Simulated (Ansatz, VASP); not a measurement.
TaBi in VASP and in Ansatz

```
Ta Bi
1.0
     0.00000    2.85070    2.85070
     2.85070    0.00000    2.85070
     2.85070    2.85070    0.00000
Ta Bi
1 1
Direct
  0.00000 0.00000 0.00000
  0.50000 0.50000 0.50000
```

Alike in both runs: functional LDA; k mesh 11 × 11 × 11; occupations fermi-dirac, width 0.08 eV; no spin polarisation.

Ansatz relaxed the structure, and its values are those at the end. VASP's run is a single point on that final structure, the one shown.

```csv
,VASP,Ansatz
version,VASP 6.6.1,Ansatz 0.2.0
potentials or method,"VASP PAW LDA potentials, release 64 (Ta_pv, Bi_d)","PAW with Ansatz's default frozen-core files, scalar-relativistic"
plane-wave cutoff (eV),520,420
valence electrons in the cell,26,28
```

|  | VASP | Ansatz | Ansatz less VASP |
| --- | --- | --- | --- |
| pressure (GPa) | 0.3 | 0.0 | -0.33 |

The two sets of potentials don't hold the same shells in valence.
